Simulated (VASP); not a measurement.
VASP ran on this input.

### POSCAR
```
NbC
2.27970
  0.0000000000   1.0000000000   1.0000000000
  1.0000000000   0.0000000000   1.0000000000
  1.0000000000   1.0000000000   0.0000000000
Nb C
1 1
Cartesian
  0.0000000000   0.0000000000   0.0000000000
  1.0000000000   1.0000000000   1.0000000000
```

### INCAR
```
# general
SYSTEM   =  NbC
PREC     =  Accurate
ENCUT    =  700   # plane-wave cut-off (eV)
LREAL    =  .FALSE.   # projection in real space or not
LASPH    =  .TRUE.   # aspherical one-centre terms

# electronic loop
EDIFF    =  1E-6   # SCF stop (eV)
NELM     =  100
ALGO     =  Normal   # blocked Davidson
LMAXMIX  =  4

# smearing
ISMEAR   =  1   # Methfessel-Paxton
SIGMA    =  0.1   # width (eV)

# functional
GGA      =  PE   # PBE

# ions
ISIF     =  2   # forces and stress, cell fixed

# output
LWAVE    =  .FALSE.
LCHARG   =  .FALSE.
```

**KPOINTS**
```
Automatic mesh
0
Gamma
12 12 12
0 0 0
```

POTCAR, in this order: Nb_sv C (PBE.64 set). Program: vasp_std.

Write an equivalent input for Quantum ESPRESSO's pw.x.

One equivalent input (not run):
```
&CONTROL
  calculation = 'scf'
  pseudo_dir = './pseudo'
  outdir = './out'
  tprnfor = .true.
  tstress = .true.
/
&SYSTEM
  ibrav = 0
  nat = 2
  ntyp = 2
  ecutwfc = 82
  occupations = 'smearing'
  smearing = 'methfessel-paxton'
  degauss = 0.00735
  input_dft = 'pbe'
/
&ELECTRONS
  conv_thr = 7.3e-08
  electron_maxstep = 100
/
ATOMIC_SPECIES
  Nb 92.906 Nb.upf
  C 12.011 C.upf
CELL_PARAMETERS angstrom
     0.0000000    2.2797000    2.2797000
     2.2797000    0.0000000    2.2797000
     2.2797000    2.2797000    0.0000000
ATOMIC_POSITIONS crystal
  Nb   0.0000000  0.0000000  0.0000000
  C    0.5000000  0.5000000  0.5000000
K_POINTS automatic
  12 12 12 0 0 0
```
What does not carry over: the potentials are each code's own (VASP's PAW set, PseudoDojo norm-conserving files in pw.x), so ENCUT and ecutwfc are chosen apart and not converted; conv_thr bounds pw.x's estimated SCF error, while EDIFF bounds the energy change between steps.

The compound is NbC in the rock salt structure. The cell was not relaxed at this level. The run is one of a series of settings (ENCUT = 700 against the base run), some of them coarse on purpose.
